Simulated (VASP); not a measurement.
Shape and ions are relaxed at each volume.

Energy against volume of As (a7). Level of theory: PBE GGA with D3 dispersion (Becke-Johnson damping), VASP's PBE PAW potentials (set 64) (plane waves; VASP).

| V (Å³/atom) | E (eV/atom) |
|---|---|
| 19.656 | -5.07487 |
| 20.283 | -5.08567 |
| 20.910 | -5.08889 |
| 21.538 | -5.08588 |
| 22.165 | -5.07825 |

**Question.** Fit a third-order Birch-Murnaghan equation of state.

**Answer.** 
```json
{
  "volume_per_atom": "20.90 Å^3/atom",
  "bulk_modulus": "51.7 GPa",
  "pressure_derivative_of_the_bulk_modulus": "7.03"
}
```

Measured: bulk modulus 40.8 GPa at 0 K (computed value off by +26.5 %), as given by K. Lejaeghere et al., Critical reviews in solid state and materials sciences/CRC critical reviews in solid state and materials sciences (2013), arXiv:1204.2733 [extrapolated to 0 K and zero-point effects removed (source: thermally corrected experimental values)].

The compound is As in the a7 structure. It was relaxed first.
